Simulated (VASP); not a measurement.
# SnTeS4 (P-3m1) in VASP: elastic constants with PBE

Aim: the elastic constants of SnTeS4 with PBE.

All numbers are computed with VASP 6.6.1; they aren't measurements. Logs are shortened: lines on timing, memory, paths and dates and some standing lists are left out, and cuts for length are marked.

## 1. The structure

Symmetry: P-3m1, No. 164, trigonal system. The conventional cell has a = 3.761 Å, b = 3.761 Å, c = 13.576 Å, α = 90.00°, β = 90.00°, γ = 120.00°. Sn (site symmetry -3m) is surrounded by 6 S at 2.62 Å. Around Te (site symmetry -3m) lie 6 S at 2.68 Å. S (site symmetry 3m) has 3 Te at 2.68 Å as nearest neighbours. S (site symmetry 3m) is surrounded by 3 Sn at 2.62 Å.

The cell was built by a generator and needn't be a form met in nature.

## 2. Elastic constants, PBE

POSCAR reads:

```
SnTeS4
1.0
    3.7609660000      0.0000000000      0.0000000000
   -1.8804830000      3.2570920000      0.0000000000
    0.0000000000      0.0000000000     13.5761500000
Sn Te S
1 1 4
Direct
    0.0000000000      0.0000000000      0.5000000000
    0.0000000000      0.0000000000      0.0000000000
    0.6666670000      0.3333330000      0.8842050000
    0.6666670000      0.3333330000      0.3926370000
    0.3333330000      0.6666670000      0.6073630000
    0.3333330000      0.6666670000      0.1157950000
```

INCAR.step1 reads:

```
SYSTEM = SnTeS4
ALGO = Normal
EDIFF = 1E-8
EDIFFG = -0.002
ENCUT = 520
GGA = PE
IBRION = 2
ISIF = 3
ISMEAR = 0
KPAR = 8
LASPH = .TRUE.
LCHARG = .FALSE.
LREAL = .FALSE.
LWAVE = .FALSE.
NELM = 80
NSW = 40
PREC = Accurate
SIGMA = 0.03
```

INCAR.step2 reads:

```
SYSTEM = SnTeS4
ALGO = Normal
EDIFF = 1E-8
ENCUT = 520
GGA = PE
IBRION = 6
ISIF = 3
ISMEAR = 0
KPAR = 8
LASPH = .TRUE.
LCHARG = .FALSE.
LREAL = .FALSE.
LWAVE = .FALSE.
NELM = 80
NFREE = 2
NSW = 1
POTIM = 0.015
PREC = Accurate
SIGMA = 0.03
```

KPOINTS reads:

```
k-points
0
G
  8 8 2
  0 0 0
```

Potentials or basis: VASP PAW PBE potentials, release 64 (Sn_d, Te, S).

On the command line:

```
$ cat potpaw_PBE.64/Sn_d/POTCAR potpaw_PBE.64/Te/POTCAR potpaw_PBE.64/S/POTCAR > POTCAR
$ cp INCAR.step1 INCAR
$ mpirun -np 8 vasp_std > vasp.out
$ cp CONTCAR POSCAR
$ cp INCAR.step2 INCAR
$ mpirun -np 8 vasp_std > vasp.out
```

OUTCAR:

```text
SYSTEM = SnTeS4
   EDIFF = 1E-8
   ENCUT = 520
   GGA = PE
   IBRION = 6
   ISIF = 3
   ISMEAR = 0
   LASPH = .TRUE.
   LREAL = .FALSE.
   NELM = 80
   NFREE = 2
   NSW = 1
   POTIM = 0.015
   PREC = Accurate

 ion  position               nearest neighbor table
   1  0.000  0.000  0.500-   4 2.62   5 2.62   5 2.62   4 2.62   4 2.62   5 2.62
   2  0.000  0.000  0.000-   3 2.68   6 2.68   6 2.68   3 2.68   3 2.68   6 2.68
   3  0.667  0.333  0.884-   2 2.68   2 2.68   2 2.68
   4  0.667  0.333  0.393-   1 2.62   1 2.62   1 2.62
   5  0.333  0.667  0.607-   1 2.62   1 2.62   1 2.62
   6  0.333  0.667  0.116-   2 2.68   2 2.68   2 2.68

  LATTYP: Found a hexagonal cell.
 ALAT       =     3.7606852062
 C/A-ratio  =     3.6099305858

  Lattice vectors:

 A1 = (   3.7606852062,   0.0000000000,   0.0000000000)
 A2 = (  -1.8803426031,   3.2568488254,   0.0000000000)
 A3 = (   0.0000000000,   0.0000000000,  13.5758125493)

Analysis of symmetry for initial positions (statically):
=====================================================================
 Subroutine PRICEL returns:
 Original cell was already a primitive cell.

 Routine SETGRP: Setting up the symmetry group for a
 hexagonal supercell.

 Subroutine GETGRP returns: Found 12 space group operations
 (whereof 12 operations were pure point group operations)
 out of a pool of 24 trial point group operations.

The static configuration has the point symmetry D_3d.

Analysis of symmetry for dynamics (positions and initial velocities):
=====================================================================
 Subroutine PRICEL returns:
 Original cell was already a primitive cell.

 Routine SETGRP: Setting up the symmetry group for a
 hexagonal supercell.

 Subroutine GETGRP returns: Found 12 space group operations
 (whereof 12 operations were pure point group operations)
 out of a pool of 24 trial point group operations.

The dynamic configuration has the point symmetry D_3d.

 Subroutine INISYM returns: Found 12 space group operations
 (whereof 12 operations are pure point group operations),
 and found     1 'primitive' translations

----------------------------------------------------------------------------------------

                                     Primitive cell

  volume of cell :     166.2763

  direct lattice vectors                    reciprocal lattice vectors
     3.760685206  0.000000000  0.000000000     0.265908989  0.153522631  0.000000000
    -1.880342603  3.256848825  0.000000000     0.000000000  0.307045262  0.000000000
     0.000000000  0.000000000 13.575812549     0.000000000  0.000000000  0.073660416

  length of vectors
     3.760685206  3.760685121 13.575812549     0.307045255  0.307045262  0.073660416

  position of ions in fractional coordinates (direct lattice)
     0.000000000  0.000000000  0.500000000
     0.000000000  0.000000000  0.000000000
     0.666667000  0.333333000  0.884215108
     0.666667000  0.333333000  0.392640053
     0.333333000  0.666667000  0.607359947
     0.333333000  0.666667000  0.115784892

  ion indices of the primitive-cell ions
   primitive index   ion index
                 1           1
                 2           2
                 3           3
                 4           4
                 5           5
                 6           6

[... 103 lines left out ...]
 NGX is ok and might be reduce to    28
   NGX = 13   NGY = 13   NGZ = 51

--------------------------------------- Ionic step        1  -------------------------------------------

 number of electron      43.9999992 magnetization

 Free energy of the ion-electron system (eV)
  ---------------------------------------------------
  ext. energy  EPLUGINS =         0.00000000
  ---------------------------------------------------
  free energy    TOTEN  =       -24.31079864 eV

  energy without entropy =      -24.31079864  energy(sigma->0) =      -24.31079864

------------------------ aborting loop because EDIFF is reached ----------------------------------------

  FORCE on cell =-STRESS in cart. coord.  units (eV):
  Direction    XX          YY          ZZ          XY          YZ          ZX
  --------------------------------------------------------------------------------------
  -------------------------------------------------------------------------------------
  Total        0.0054877      0.0054877      0.0097725      0.0000000      0.0000000     -0.0000000
  in kB        0.0528774      0.0528774      0.0941638      0.0000000      0.0000000     -0.0000000
  external PRESSURE =       0.0666395 kB  Pullay stress =       0.0000000 kB
[... 101 lines left out ...]
  FREE ENERGIE OF THE ION-ELECTRON SYSTEM (eV)
  ---------------------------------------------------
  free  energy   TOTEN  =       -24.2969718976 eV

  energy  without entropy=      -24.2969718976  energy(sigma->0) =      -24.29697190

[... ionic steps 4 to 26 ...]

--------------------------------------- Ionic step       27  -------------------------------------------

 number of electron      43.9999992 magnetization

------------------------ aborting loop because EDIFF is reached ----------------------------------------
[... 75 lines left out ...]
--------------------------------------- Ionic step       29  -------------------------------------------

 number of electron      43.9999992 magnetization

 Free energy of the ion-electron system (eV)
  ---------------------------------------------------
  ext. energy  EPLUGINS =         0.00000000
  ---------------------------------------------------
  free energy    TOTEN  =       -24.30980557 eV

  energy without entropy =      -24.30980557  energy(sigma->0) =      -24.30980557

 E-fermi :   3.6090     XC(G=0):  -8.5275

 val. band max:        3.4720357572   @ k =   0.1250   0.1250   0.0000
 cond. band min:       4.0961458955   @ k =   0.5000   0.0000   0.5000
 fundamental gap:      0.6241101383
 Fermi energy:         3.6090052422

 k-point     1 :       0.0000    0.0000    0.0000
  band No.  band energies     occupation
      1     -18.1385      2.00000
      2     -18.1384      2.00000
      3     -18.1155      2.00000
      4     -18.0917      2.00000
      5     -18.0917      2.00000
      6     -11.6671      2.00000
[... 602 lines left out ...]
  FREE ENERGIE OF THE ION-ELECTRON SYSTEM (eV)
  ---------------------------------------------------
  free  energy   TOTEN  =       -24.3098055685 eV

  energy  without entropy=      -24.3098055685  energy(sigma->0) =      -24.30980557

 INTERNAL STRAIN TENSORS FROM STRAINED CELLS
 ============================================

 INTERNAL STRAIN TENSOR FOR ION    1 for displacements in x,y,z  (eV/Angst):
          X           Y           Z          XY          YZ          ZX
  --------------------------------------------------------------------------------
  x    -0.00000     0.00000     0.00000    -0.00000    -0.00000     0.00000
  y     0.00000     0.00000     0.00000     0.00000     0.00000     0.00000
  z     0.00000     0.00000    -0.00000     0.00000    -0.00000     0.00000

 INTERNAL STRAIN TENSORS FROM DISPLACED ATOMS
 ============================================

 INTERNAL STRAIN TENSOR FOR ION    1 for displacements in x,y,z  (eV/Angst):
          X           Y           Z          XY          YZ          ZX
  --------------------------------------------------------------------------------
  x     0.00000     0.00000     0.00000     0.00000     0.00000     0.00000
  y     0.00000     0.00000     0.00000     0.00000     0.00000     0.00000
  z     0.00000     0.00000     0.00000     0.00000     0.00000     0.00000

 INTERNAL STRAIN TENSOR FOR ION    6 for displacements in x,y,z  (eV/Angst):
          X           Y           Z          XY          YZ          ZX
  --------------------------------------------------------------------------------
  x     0.00000     0.00000     0.00000     4.53315     0.00000    -9.63111
  y     4.53315    -4.53314     0.00000     0.00000    -9.63111     0.00000
  z    -6.78040    -6.78039   -13.08984     0.00000     0.00000     0.00000

 Eigenvectors and eigenvalues of the dynamical matrix
 ----------------------------------------------------

   1 f  =    9.839339 THz    61.822388 2PiTHz  328.205010 cm-1    40.692217 meV
             X         Y         Z           dx          dy          dz
      0.000000  0.000000  6.787906    -0.000000   -0.000000    0.587080
      0.000000  0.000000  0.000000     0.000000    0.000000   -0.076324
      1.880344  1.085615 12.003939     0.000000    0.000000    0.076455
      1.880344  1.085615  5.330408     0.000000    0.000000   -0.564722
     -0.000002  2.171234  8.245405     0.000000   -0.000000   -0.564722
     -0.000002  2.171234  1.571874    -0.000000   -0.000000    0.076455
[... 145 lines left out ...]
  18 f/i=    0.135792 THz     0.853203 2PiTHz    4.529518 cm-1     0.561588 meV
             X         Y         Z           dx          dy          dz
      0.000000  0.000000  6.787906     0.803173    0.000004   -0.000000
      0.000000  0.000000  0.000000    -0.085815   -0.000000   -0.000000
      1.880344  1.085615 12.003939    -0.037116   -0.000000   -0.000000
      1.880344  1.085615  5.330408     0.415207    0.000002   -0.000000
     -0.000002  2.171234  8.245405     0.415207    0.000002   -0.000000
     -0.000002  2.171234  1.571874    -0.037116   -0.000000   -0.000000

--------------------------------------------------------------------------------------------------------

 ELASTIC MODULI CONTR FROM IONIC RELAXATION (kBar)
 Direction    XX          YY          ZZ          XY          YZ          ZX
 --------------------------------------------------------------------------------
 XX        -248.9503   -118.1576   -377.2907     -0.0000    126.2814      0.0000
 YY        -118.1576   -248.9503   -377.2907      0.0000   -126.2814     -0.0000
 ZZ        -377.2907   -377.2907   -779.3759      0.0000      0.0000      0.0000
 XY          -0.0000      0.0000      0.0000    -65.3963      0.0000    126.2814
 YZ         126.2814   -126.2814      0.0000      0.0000   -452.7092     -0.0000
 ZX           0.0000     -0.0000      0.0000    126.2814     -0.0000   -452.7094
 --------------------------------------------------------------------------------

 TOTAL ELASTIC MODULI (kBar)
 Direction    XX          YY          ZZ          XY          YZ          ZX
 --------------------------------------------------------------------------------
 XX         888.9710    225.5379     14.1494     -0.0000     -2.0205      0.0000
 YY         225.5379    888.9709     14.1494      0.0000      2.0205     -0.0000
 ZZ          14.1494     14.1494     31.6196      0.0000      0.0000      0.0000
 XY          -0.0000      0.0000      0.0000    331.7165      0.0000     -2.0205
 YZ          -2.0205      2.0205      0.0000      0.0000      6.1274     -0.0000
 ZX           0.0000     -0.0000      0.0000     -2.0205     -0.0000      6.1271
 --------------------------------------------------------------------------------
```

It took 20 min on 8 MPI ranks of Intel Xeon Platinum 8259CL at 2.50GHz (Skylake/Cascade Lake), shared host; peak memory 0.69 GiB.

Results:

```yaml
Voigt_bulk_modulus: 26 GPa
Highest_phonon_frequency_at_Γ_LO-TO_splitting_left_out: 328 cm⁻¹
```

Phonon frequencies in cm⁻¹ (negative: imaginary):
| q point | frequencies |
| --- | --- |
| (0.000, 0.000, 0.000) | -5 -5 -1 4 4 15 93 93 185 185 185 185 228 228 267 285 306 328 |

Elastic tensor in Voigt notation (GPa, in the Cartesian axes of the cell as first typed):
```
89 23  1  0  0  0
23 89  1  0  0  0
 1  1  3  0  0  0
 0  0  0  1  0  0
 0  0  0  0  1  0
 0  0  0  0  0 33
```

Clamped-ion elastic tensor (GPa):
```
114  34  39 -13   0   0
 34 114  39  13   0   0
 39  39  81   0   0   0
-13  13   0  46   0   0
  0   0   0   0  46 -13
  0   0   0   0 -13  40
```

Caveat: this functional lacks dispersion, which binds the layers, so the pressure and a relaxed spacing across them are unreliable. Spin-orbit coupling is left out, which matters for the levels of Te.
